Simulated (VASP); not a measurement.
VASP ran on this input.

File KPOINTS:
```
Automatic mesh
0
gamma
14 14 14
```

**POSCAR**
```
In
1.0
 -1.6430904824   1.6430904824   2.5334199760
  1.6430904824  -1.6430904824   2.5334199760
  1.6430904824   1.6430904824  -2.5334199760
In
1
Cartesian
  0.0000000000   0.0000000000   5.0668399520
```

### INCAR
```
SYSTEM  =  In
PREC  =  Accurate; ENCUT  =  480; LREAL  =  .FALSE.
LASPH  =  .TRUE.
EDIFF  =  1E-7; NELM  =  100; ALGO  =  Normal
LMAXMIX  =  4
ISMEAR  =  1; SIGMA  =  0.1
GGA  =  PE
ISIF  =  2
LWAVE  =  .FALSE.; LCHARG  =  .FALSE.
```

POTCAR, in this order: In_d (PBE.64 set). Program: vasp_std.

Task: Translate this PBE calculation to Ansatz.

Result: One equivalent input (not run):
Ansatz 0.2 input:
```yaml
crystal:
  lattice:
    - [-1.6430905, 1.6430905, 2.5334200]
    - [1.6430905, -1.6430905, 2.5334200]
    - [1.6430905, 1.6430905, -2.5334200]
  atoms:
    - { symbol: In, position: [1.0000000, 1.0000000, 0.0000000] }
kpoints:
  mp_grid: { grid: [14, 14, 14] }
hamiltonian:
  xc: pbe
  pseudopotentials: { kind: paw }
scf:
  occupations: { method: methfessel_paxton, width: 0.1 }
  max_iter: 100
output: { forces: true, stress: true, eigenvalues: true }
```
The two are equivalent in intent, not identical: each code has its own PAW files, so the cut-off isn't converted (ENCUT is set for VASP's; basis.ecutwfc is left out, and Ansatz then takes the one that its files recommend); Ansatz stops its SCF on the density residual and VASP on the energy change (EDIFF).

The compound is In in the bct structure. It was relaxed first.
